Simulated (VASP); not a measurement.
```
ZnS
1.0
    1.94820    -3.37438     0.00000
    1.94820     3.37438     0.00000
    0.00000     0.00000     6.38520
Zn S
2 2
Direct
  0.66667   0.33333   0.50000
  0.33333   0.66667   0.00000
  0.66667   0.33333   0.87500
  0.33333   0.66667   0.37500
```

Level of theory: PBE GGA + U (Dudarev), VASP's PBE PAW potentials (set 64) (plane waves; VASP). Numerical set-up: 400 eV cut-off, 6×6×3 Γ-centred mesh, Gaussian smearing of 0.050 eV, potentials Zn S, U − J: Zn 3.00 eV.

Question: Predict the energy per atom (σ→0), pressure, band gap (on the k-mesh) with the smallest direct gap where there is one.

Answer: 
The band gap (on the k-mesh) is 2.09 eV. The smallest direct gap (on the k-mesh) comes out as 2.09 eV and the energy per atom (σ→0) is -3.296 eV/atom. The pressure comes out as -3.32 GPa.

Total energies compare only between runs with the same potentials, cut-off and functional.

The compound is ZnS in the wurtzite structure, the high-temperature form. The cell was not relaxed at this level. The run is one of a series of settings (LDAU = .TRUE., LDAUJ = 0 0, LDAUL = 2 -1, LDAUTYPE = 2, LDAUU = 3.0 0 against the base run), some of them coarse on purpose.
